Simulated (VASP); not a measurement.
Data:

```yaml
crystal:
  lattice:
    - [0.00000, 2.67226, 2.67226]
    - [2.67226, 0.00000, 2.67226]
    - [2.67226, 2.67226, 0.00000]
  atoms:
    - { symbol: Si, position: [0.25000, 0.25000, 0.25000] }
    - { symbol: Si, position: [0.75000, 0.75000, 0.75000] }
    - { symbol: Ni, position: [0.00000, 0.00000, 0.00000] }
```

These are TPSS meta-GGA, VASP's PBE PAW potentials (set 64) (plane waves; VASP) values and carry that method's errors. Run with 520 eV cut-off, 10×10×10 Γ-centred mesh, first-order Methfessel-Paxton smearing of 0.10 eV, potentials Si Ni.

Q: What does the run give for the energy per atom (σ→0), pressure, band gap (on the k-mesh) with the smallest direct gap where there is one?

A: 
The band gap (on the k-mesh) comes out as none (metal, semimetal or under 0.01 eV) and the energy per atom (σ→0) comes out as -11.319 eV/atom. The pressure is 4.93 GPa.

The compound is NiSi2 in the fluorite structure. This cell is one point of a volume scan, at 0.97 of the reference volume. The run is not spin-polarised, so no magnetic state was tried.
